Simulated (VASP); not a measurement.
Consider the following.

```
Ni3Ge
1.0
    3.48943     0.00000     0.00000
    0.00000     3.48943     0.00000
    0.00000     0.00000     3.48943
Ni Ge
3 1
Direct
  0.50000   0.00000   0.50000
  0.00000   0.50000   0.50000
  0.50000   0.50000   0.00000
  0.00000   0.00000   0.00000
```

Computed with LDA (Ceperley-Alder, Perdew-Zunger) with spin-orbit coupling, VASP's LDA PAW potentials (set 64) (plane waves; VASP). Settings: 400 eV cut-off, 8×8×8 Γ-centred mesh, Gaussian smearing of 0.050 eV, potentials Ni Ge_d.

Give the energies of bands 35 to 48 at the high-symmetry points, in eV from the Fermi level.

| band | Γ | X | M | R |
|---|---|---|---|---|
| 35 | -0.93 | -1.33 | -1.46 | -1.39 |
| 36 | -0.93 | -1.33 | -1.46 | -1.39 |
| 37 | -0.60 | -1.29 | -1.23 | -1.22 |
| 38 | -0.60 | -1.29 | -1.23 | -1.22 |
| 39 | -0.60 | -1.20 | -1.16 | -1.22 |
| 40 | -0.60 | -1.20 | -1.16 | -1.22 |
| 41 | -0.29 | -0.55 | -0.98 | -0.52 |
| 42 | -0.29 | -0.55 | -0.98 | -0.52 |
| 43 | -0.02 | 0.03 | -0.97 | -0.26 |
| 44 | -0.02 | 0.03 | -0.97 | -0.26 |
| 45 | 0.06 | 3.70 | 0.67 | -0.19 |
| 46 | 0.06 | 3.70 | 0.67 | -0.19 |
| 47 | 0.06 | 3.83 | 0.69 | -0.19 |
| 48 | 0.06 | 3.83 | 0.69 | -0.19 |

It has no gap at this level: it comes out as a metal or semimetal.

The structure comes from a computed database's Ni3Ge entry (Pm-3m); how it stands against other phases isn't given here. It was relaxed first.
